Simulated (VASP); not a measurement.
A run of VASP 6.6.1 is set up as follows.

The input INCAR:

```
SYSTEM = AlN
PREC = Accurate
ENCUT = 520
EDIFF = 0.05
ISMEAR = 0
SIGMA = 0.02
LREAL = .FALSE.
LASPH = .TRUE.
NELM = 80
ALGO = Normal
ISIF = 3
LWAVE = .FALSE.
LCHARG = .FALSE.
GGA = PE
IBRION = 2
NSW = 80
EDIFFG = -0.002
KPAR = 4
```

Contents of KPOINTS:

```
Automatic mesh
0
G
  12 12 6
  0 0 0
```

File POSCAR:

```
AlN                                     
1.0
    3.1286259194      0.0000000000      0.0000000000
   -1.5643129597      2.7094695231     -0.0000000000
   -0.0000000000     -0.0000000000      5.0165661721
  Al              N             
     2     2
Direct
     0.3333333300000021    0.6666666699999979    0.9992575928443275
     0.6666666699999979    0.3333333300000021    0.4992575928443271
     0.3333333300000021    0.6666666699999979    0.3807424071556754
     0.6666666699999979    0.3333333300000021    0.8807424071556751
```

Potentials or basis: VASP PAW PBE potentials, release 64 (Al, N).

Run with:

```sh
$ cat potpaw_PBE.64/Al/POTCAR potpaw_PBE.64/N/POTCAR > POTCAR
$ mpirun -np 4 vasp_std > vasp.out
```

(1) Estimate the band gap on the k mesh.

## Answers

(1) 4.06 eV, direct.
